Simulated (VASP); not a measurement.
OSZICAR of a VASP run on Ge2Os (a trial cell in the fluorite structure, space group Fm-3m):

File OSZICAR:
```
       N       E                     dE             d eps       ncg     rms          rms(c)
DAV:   1     0.250833201397E+03    0.25083E+03   -0.16174E+04  1036   0.362E+03
DAV:   2     0.187336200066E+02   -0.23210E+03   -0.22736E+03   880   0.678E+02
DAV:   3    -0.184312940111E+02   -0.37165E+02   -0.36496E+02  1060   0.175E+02
DAV:   4    -0.197883949905E+02   -0.13571E+01   -0.13532E+01   970   0.388E+01
DAV:   5    -0.198202923370E+02   -0.31897E-01   -0.31858E-01  1198   0.613E+00    0.101E+01
DAV:   6    -0.196127405118E+02    0.20755E+00   -0.14803E+00  1186   0.667E+00    0.371E+00
DAV:   7    -0.195106733968E+02    0.10207E+00   -0.50055E-01  1214   0.567E+00    0.366E+00
DAV:   8    -0.194737126530E+02    0.36961E-01   -0.91059E-02  1082   0.213E+00    0.189E-01
DAV:   9    -0.194741657727E+02   -0.45312E-03   -0.13925E-02  1208   0.188E+00    0.113E-01
DAV:  10    -0.194740361476E+02    0.12963E-03   -0.16917E-03  1198   0.409E-01    0.469E-02
DAV:  11    -0.194741216181E+02   -0.85471E-04   -0.24769E-04   934   0.158E-01    0.256E-02
DAV:  12    -0.194741208976E+02    0.72059E-06   -0.82342E-06   940   0.278E-02
   1 F= -.19474121E+02 E0= -.19472659E+02  d E =-.438561E-02
```

Q: Which electronic solver shows in the log?

A: It is blocked Davidson (ALGO = Normal, or the opening steps of other solvers). The INCAR had ALGO = Normal.

Q: Can the final energy be trusted as converged?

A: The run converged. It stopped with EDIFF = 1E-6, NELM = 100 (PBE GGA, plane waves, VASP's PBE PAW potentials (set 64)).

The structure was generated: Ge2Os was put into the fluorite type (Fm-3m), which need not be its known phase. The cell was not relaxed at this level. The run is one of a series of settings (KPOINTS 7×7×7 Γ-centred mesh against the base run), some of them coarse on purpose.
